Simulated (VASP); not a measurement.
The system is CoO.

```
CELL_PARAMETERS angstrom
0.00000 2.13150 2.13150
2.13150 0.00000 2.13150
4.26300 4.26300 0.00000
ATOMIC_POSITIONS crystal
Co 0.00000 0.00000 0.00000
Co 0.00000 0.00000 0.50000
O 0.50000 0.50000 0.25000
O 0.50000 0.50000 0.75000
```

Base run:

```yaml
Program: VASP 6.6.1
Functional: PBEsol
Potentials_or_basis: VASP PAW PBE potentials, release 64 (Co, O)
Cutoff: 450 eV
k_mesh: 9 × 9 × 5
Occupations: gaussian, width 0.05 eV
Spin: collinear spin, ferromagnetic start
Starting_moments: "[3.0, 3.0, 0.0, 0.0] μB"
Hubbard_terms: Co d U = 6 eV
```

Its results: band gap on the k mesh none (metal or under the smearing width); net moment 6.00 μB per cell; site moments Co +2.80; O +0.22 μB.

The run is repeated on the same cell with these changes: moments at the start from [3.0, 3.0, 0.0, 0.0] to [3.0, -3.0, 0.0, 0.0]. What comes out?

Band gap on the k mesh none (metal or under the smearing width); net moment 0.00 μB per cell; site moments Co +2.77, -2.77; O +0.00 μB.
